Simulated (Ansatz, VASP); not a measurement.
## Mo2CO2 (Mo2CO2 MXene bilayer, AA) in two plane-wave programs

One calculation is typed for both programs; each brings its own data sets. How far apart do they land? The structure shown is the start of the Ansatz relaxation below; VASP solves that cell, so the two are compared at the walk's first step.

Program: Ansatz 0.2.0. Level of theory: plane waves, with VASP 6.6.1 beside it; single point at PBE with D3(BJ). Results are calculated unless marked as measured.

## (1) Starting point

The cell holds 10 atoms: 4 O, 4 Mo and 2 C. Cell: a = 3.025 Å, b = 3.025 Å, c = 54.838 Å, α = 90.0°, β = 90.0°, γ = 120.0°. Vacuum lies along c.

## (2) Ansatz: relaxation, PBE with D3(BJ)

Ansatz runs on its default PAW (the set named soft_2) files.

The two programs are compared at the cell with which this relaxation starts, whose forces are those of its first step.

Input file input.yaml:

```yaml
crystal:
  lattice:
    - [3.024736, 0.0, 0.0]
    - [-1.512368, 2.6194982157, 0.0]
    - [0.0, 0.0, 54.8380786347]
  atoms:
    - { symbol: O, position: [0.3333333333, 0.6666666667, 0.3911515599] }
    - { symbol: Mo, position: [0.6666666667, 0.3333333333, 0.4105913259] }
    - { symbol: C, position: [0.0, 0.0, 0.4323550395] }
    - { symbol: Mo, position: [0.3333333333, 0.6666666667, 0.4541187532] }
    - { symbol: O, position: [0.6666666667, 0.3333333333, 0.4735585192] }
    - { symbol: O, position: [0.3333333333, 0.6666666667, 0.5264414808] }
    - { symbol: Mo, position: [0.6666666667, 0.3333333333, 0.5458812468] }
    - { symbol: C, position: [0.0, 0.0, 0.5676449605] }
    - { symbol: Mo, position: [0.3333333333, 0.6666666667, 0.5894086741] }
    - { symbol: O, position: [0.6666666667, 0.3333333333, 0.6088484401] }
  periodic: [true, true, false]
kpoints:
  mp_grid: { grid: [12, 12, 1] }
hamiltonian:
  xc: pbe
  dispersion: d3bj
scf:
  occupations: { method: fermi_dirac, width: 0.05 }
  convergence: { dr2_threshold: 1.0e-09 }
relax:
  f_tol: 0.004
  max_steps: 90
  cell: {}
output:
  write_potential: true
  write_density: true
  volumetric_format: npy
```

Launch:

```
$ ansatz run input.yaml --threads 4 --pin off --max-ram 6144MiB --backend cpu --events-out ev --progress --plain --runs-dir out
```

Numbers of over 12 decimals in the logs are rounded to 6 here.

The program printed:

```text
Warning: relax.cell: scf.convergence.dr2_threshold = 1e-9 eV is looser than the 2.07779560032e-10 eV advised for a relaxation that steers and ends on the stress (1e-10 eV for each atom of the cell: 10, times the square of relax.cell.stress_2d_tol = 0.05 N/m over 21.9 Å (the atoms' height at the walk's start and 5 Å past either face), 2.279e-2 GPa, over a crystal's default 0.05). What an SCF threshold leaves in a stress goes as its square root, and in the free energy as the threshold itself, and one threshold admits the most on a small cell: [figures from the program's tests cut] Set scf.convergence.dr2_threshold to 2.07779560032e-10 eV or tighter. [rest of the remark cut]
Engine: ansatz 0.2.0, x86_64-unknown-linux-gnu
Pseudopotentials: kind: paw
Pseudopotential: O, paw, valence charge 6, recommended cutoff 420 eV (normal), O.paw.azcp
Pseudopotential: Mo, paw, valence charge 14, recommended cutoff 420 eV (normal), Mo.paw.azcp
Pseudopotential: C, paw, valence charge 4, recommended cutoff 420 eV (normal), C.paw.azcp
Functional definition: PBE
  parameter kappa = 0.804
  parameter beta = 0.066725
  exchange = pbe_x(kappa = kappa, mu = beta*pi^2/3)
  correlation = pbe_c(beta = beta)
Crystal: 10 atoms, lattice volume = 434.498 Å³
Basis set: ecut = 420 eV, 8379 PW (Γ), exchange–correlation on 48×48×750 points (8 copies of the dense FFT grid, shifted against one another)
Bands: 54, of which v1, the nominal top of the filled ones, is band 44 counted from 1 (43 counted from 0)
Symmetry: 12 space group operations
Space group: P-3m1 (ITA 164), of the structure as read, at distance tolerance 7.6e-5 Å
k-points: 19 of 144
Non-local potential: O, projectors of the file, l = 0: 2, l = 1: 2, l = 2: 1
Non-local potential: Mo, projectors of the file, l = 0: 3, l = 1: 2, l = 2: 2, l = 3: 1
Non-local potential: C, projectors of the file, l = 0: 2, l = 1: 2, l = 2: 1
PAW form: soft (Blöchl's): semilocal exchange-correlation on the pseudo side does not see the compensation charge
PAW one-centre angular grid: O, 110 points (default); XC on 64 Gauss nodes
PAW one-centre angular grid: Mo, 590 points (default); XC on 64 Gauss nodes
PAW one-centre angular grid: C, 110 points (default); XC on 64 Gauss nodes
Initial density: superposition of atomic densities (neutral atoms: chi_scale 0, normalization atom), corrected by the library's trained network
Initial wavefunctions: pseudopotential atomic-orbital guess
Functional: x = pbe(κ = 0.804, μ = 0.219515), c = pbe(β = 0.066725)
SCF iter   1: F=—  HF=-22597.133085 eV  |F-HF|=—  |Δ(HF+E_count)|=         —  Δρ=6.02e-3  dr2=2.68e-1  ethr=1.77e-3  ⟨swp⟩=12.4  Hψ=7027  notcnv=0
preconditioner: auto → LDOS  [metal: Δε(μ)=0.026 eV  Ē_g=8.853 eV  σ=0.050 eV  W_gap=0.13  n_scr=36 (ndim 8)  ℏωp=13.3 eV  f_vac=0.736  D(μ)=7.97/eV (n_scr^D=30)  β→1.0]
SCF iter   2: F=—  HF=-22597.107617 eV  |F-HF|=—  |Δ(HF+E_count)|=   2.55e-2  Δρ=3.19e-3  dr2=2.87e-2  ethr=3.04e-4  ⟨swp⟩=3.6  Hψ=2590  notcnv=0  defer=8
SCF iter   3: F=—  HF=-22597.106699 eV  |F-HF|=—  |Δ(HF+E_count)|=   9.19e-4  Δρ=1.08e-3  dr2=6.57e-3  ethr=3.26e-5  ⟨swp⟩=3.4  Hψ=2598  notcnv=0  defer=8
SCF iter   4: F=—  HF=-22597.106370 eV  |F-HF|=—  |Δ(HF+E_count)|=   3.29e-4  Δρ=2.70e-4  dr2=7.07e-4  ethr=7.46e-6  ⟨swp⟩=3.2  Hψ=1977  notcnv=0  defer=8
SCF iter   5: F=—  HF=-22597.106332 eV  |F-HF|=—  |Δ(HF+E_count)|=   3.73e-5  Δρ=7.71e-5  dr2=4.15e-5  ethr=8.03e-7  ⟨swp⟩=2.8  Hψ=1879  notcnv=0  defer=8
SCF iter   6: F=—  HF=-22597.106398 eV  |F-HF|=—  |Δ(HF+E_count)|=   6.56e-5  Δρ=1.80e-5  dr2=3.15e-6  ethr=4.72e-8  ⟨swp⟩=3.3  Hψ=2335  notcnv=0  defer=8
SCF iter   7: F=—  HF=-22597.106333 eV  |F-HF|=—  |Δ(HF+E_count)|=   6.54e-5  Δρ=7.23e-6  dr2=4.78e-7  ethr=3.58e-9  ⟨swp⟩=3.4  Hψ=2242  notcnv=0  defer=8
SCF iter   8: F=—  HF=-22597.106333 eV  |F-HF|=—  |Δ(HF+E_count)|=   6.14e-7  Δρ=2.87e-6  dr2=8.65e-8  ethr=5.43e-10  ⟨swp⟩=3.5  Hψ=2277  notcnv=0  defer=8
SCF iter   9: F=—  HF=-22597.106333 eV  |F-HF|=—  |Δ(HF+E_count)|=   1.18e-7  Δρ=7.25e-7  dr2=1.90e-9  ethr=9.83e-11  ⟨swp⟩=3.0  Hψ=1915  notcnv=0  defer=8
SCF iter  10: F=-22597.106333 eV  HF=-22597.106333 eV  |F-HF|=7.60e-10  |Δ(HF+E_count)|=   5.91e-8  Δρ=2.93e-7  dr2=4.26e-10  ethr=1.14e-12  ⟨swp⟩=14.5  Hψ=10156  notcnv=0
SCF 1 converged in 10 iterations: F = -22597.106333 eV  dr2 = 4.26e-10
[...]
SCF iter   2: F=—  HF=-22597.507124 eV  |F-HF|=—  |Δ(HF+E_count)|=   2.75e-4  Δρ=4.41e-6  dr2=1.29e-7  ethr=7.32e-11  ⟨swp⟩=6.7  Hψ=4907  notcnv=0
SCF iter   3: F=—  HF=-22597.507124 eV  |F-HF|=—  |Δ(HF+E_count)|=   5.78e-9  Δρ=1.19e-6  dr2=7.37e-9  ethr=7.32e-11  ⟨swp⟩=3.4  Hψ=2143  notcnv=0
SCF iter   4: F=-22597.507124 eV  HF=-22597.507124 eV  |F-HF|=2.78e-8  |Δ(HF+E_count)|=   2.11e-8  Δρ=3.11e-7  dr2=3.62e-10  ethr=1.14e-12  ⟨swp⟩=16.2  Hψ=11489  notcnv=0
SCF 11 converged in 4 iterations: F = -22597.507124 eV  dr2 = 3.62e-10
relax step  11: F+E_penalty+E_count = -22597.50712397 eV  Δ(F+E_penalty+E_count) = -3.510e-4 eV  max|allowed force component| = 2.620e-4 eV/Å  Δτ_max = 0.0000 Å  P = +0.003 N/m  Ω = 449.546 Å³  fix = [c, alpha, beta]  reactions: c +0.000 N/m  stress off target by 3.12e-3 N/m on what of the cell is left free  SCF on the basis re-selected at this cell (its energy is not comparable with the rows above)  (4 SCF iters)
basis re-selected at this cell: Δ(F+E_penalty+E_count) = -3.510e-4 eV, ΔP = +0.003 N/m vs the last step (what re-selecting the basis moved, of the pressure what is left beyond the Pulay correction that the steps carried, after the strain that the cell walked since its last selection, with what the two solves' SCF thresholds leave and, on support functions, any second-order correction that the steps lacked; it is no m [...]
WARN: The output density's exchange-correlation potential varies sharply where the density is thin. Do not read a vacuum level from v_tot or v_xc, or from such a field of the output density. On a cell that repeats whose density bears no net charge and no dipole along the vacuum's axis use v_es (v_loc + v_h of the components); under efield.dipole_correction with no amplitude use v_es + v_field, which holds any externa [...]
SCF converged after 4 iterations
Free energy (F): -22597.507124 eV
Harris-Foulkes:  -22597.507124 eV  (|F-HF|=2.78e-8)
Internal energy: -22597.475499 eV  (E = F + TS)
E sigma→0 (E₀):  -22597.491311 eV
Entropy (-TS):   -0.031625 eV (-3.163 meV/atom)
Fermi energy:    -6.332469 eV
--- Per-component energies (eV) ---
  E_band       = -2330.887425
  E_kinetic    = 2643.854272
  E_local      = -809071.135016  (includes V_loc(G=0)·N_el)
  E_nonlocal   = 810.637560
  E_hartree    = 402712.377712
  E_xc         = -1126.787448
  E_vxc        = -1413.955963  (∫ρ·V_xc dr)
  E_paw        = -13630.765784  (= ΣΔE_a)
  E_vpaw       = -725.048264  (= ΣTr[D̂ρ^β])
  E_aug_tail   = 0.009702  (compensation charges beyond the density's cutoff)
  E_ewald      = 395067.105119
  E_disp       = -2.771615  (pairwise vdW)
  E_smearing   = -0.031625  (= −TS)
  E_closure    = 0.000000  (closes the sum)
  Σ components = -22597.507124   (vs F -22597.507124, Δ=0.00e0)
--- Forces (eV/Å), atoms counted from 1 ---
  atom   1  O      0.00000000     0.00000000    -0.00005121
  atom   2  Mo    -0.00000000     0.00000000     0.00026202
  atom   3  C      0.00000000     0.00000000    -0.00021602
  atom   4  Mo     0.00000000    -0.00000000    -0.00011043
  atom   5  O      0.00000000    -0.00000000     0.00016770
  atom   6  O      0.00000000     0.00000000    -0.00016770
  atom   7  Mo    -0.00000000     0.00000000     0.00011043
  atom   8  C     -0.00000000    -0.00000000     0.00021602
  atom   9  Mo     0.00000000    -0.00000000    -0.00026202
  atom  10  O      0.00000000    -0.00000000     0.00005121
  max |Σ_I F_I| component: 2.34e-17 eV/Å
--- 2D stress c σ (N/m, compression-positive) ---
        0.003119       0.000000      -0.000000
        0.000000       0.003119       0.000000
       -0.000000       0.000000       0.000000
  P = ½ c Tr σ = 0.0031 N/m
--- Band table (eV; the first three rows and the last of 19) ---
  k-point 0: bands = [... 40 lower, -8.6284, -8.5821, -8.5821, -8.4055, -6.9645, -6.8804, -6.0416, -6.0416, ... 6 higher]
  k-point 1: bands = [... 40 lower, -8.1983, -8.0916, -7.9269, -7.8873, -6.9200, -6.8192, -5.9452, -5.9426, ... 6 higher]
  k-point 2: bands = [... 40 lower, -8.2587, -8.0674, -7.3943, -7.3523, -6.5145, -6.3892, -5.6981, -5.6701, ... 6 higher]
  k-point 18: bands = [... 40 lower, -6.9563, -6.9123, -6.8479, -6.8479, -6.7369, -6.7369, -4.8701, -4.8701, ... 6 higher]
  the weakly bound empty levels are not read free of the cell's end (no_gap_told)
--- Relaxed structure (9 steps of the walk, 9 accepted, 2 SCFs on fresh bases) ---
  F+E_penalty+E_count = -22597.50712397 eV   max|allowed force component| = 2.620e-4 eV/Å   (the final SCF, on the basis selected at the relaxed cell)
  cell:  # Å, volume = 449.5461 Å³
    - [3.076669, 0.0, 0]
    - [-1.538334, 2.664473, 0]
    - [0, 0, 54.8380786347]
  atoms:
    - { symbol: O, position: [0.333333, 0.666667, 0.396933] }
    - { symbol: Mo, position: [0.666667, 0.333333, 0.417409] }
    - { symbol: C, position: [0, 0, 0.437761] }
    - { symbol: Mo, position: [0.333333, 0.666667, 0.458130] }
    - { symbol: O, position: [0.666667, 0.333333, 0.478425] }
    - { symbol: O, position: [0.333333, 0.666667, 0.521575] }
    - { symbol: Mo, position: [0.666667, 0.333333, 0.541870] }
    - { symbol: C, position: [0, 0, 0.562239] }
    - { symbol: Mo, position: [0.333333, 0.666667, 0.582591] }
    - { symbol: O, position: [0.666667, 0.333333, 0.603067] }
```

[end of part 1 of 2]

[Lines on the potential files, build, host, timing and source positions are cut from VASP's logs without a mark.]

[Logs are printed without paths, hosts, clocks, repeated set-up lines and the standing remarks that a program may print on its own settings, such as how far it seeks lower states.]

[Hosts, paths, dates, database ids (printed as entryN), source tags and the programs' standing remarks are cut or masked in the printed files.]
